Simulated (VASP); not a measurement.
An input for Ansatz (written as the equivalent of a VASP run, and not itself run):

Ansatz 0.2 input:
```yaml
crystal:
  lattice:
    - [-1.5571250, 1.5571250, 2.3997074]
    - [1.5571250, -1.5571250, 2.3997074]
    - [1.5571250, 1.5571250, -2.3997074]
  atoms:
    - { symbol: In, position: [0.0000000, 0.0000000, 0.0000000] }
kpoints:
  mp_grid: { grid: [14, 14, 14] }
hamiltonian:
  xc: pbesol
  pseudopotentials: { kind: paw }
scf:
  occupations: { method: methfessel_paxton, width: 0.1 }
  max_iter: 100
output: { forces: true, stress: true, eigenvalues: true }
```

Problem. Translate this input to VASP (INCAR, KPOINTS, POSCAR, choice of POTCAR).

Solution. This is not unique; one that fits is 
### KPOINTS
```
Regular mesh
0
Gamma
 14 14 14
0 0 0
```

INCAR:
```
SYSTEM  =  In
PREC  =  Accurate; ENCUT  =  480; LREAL  =  .False.
LASPH  =  .True.
EDIFF  =  1E-7; NELM  =  100; ALGO  =  Normal
LMAXMIX  =  4
ISMEAR  =  1; SIGMA  =  0.1
GGA  =  PS
ISIF  =  2
LWAVE  =  .False.; LCHARG  =  .False.
```

**POSCAR**
```
In
3.2569730
 -0.4780896263   0.4780896263   0.7367906986
  0.4780896263  -0.4780896263   0.7367906986
  0.4780896263   0.4780896263  -0.7367906986
In
1
Cart
  0.0000000000   0.0000000000   0.0000000000
```

POTCAR, in this order: In_d (PBE.64 set). Program: vasp_std.

The two are equivalent in intent, not identical: each code has its own PAW files, so the cut-off isn't converted (ENCUT is set for VASP's; basis.ecutwfc is left out, and Ansatz then takes the one that its files recommend); Ansatz stops its SCF on the density residual and VASP on the energy change (EDIFF).

The compound is In in the bct structure. This cell was strained or had an atom moved on purpose.
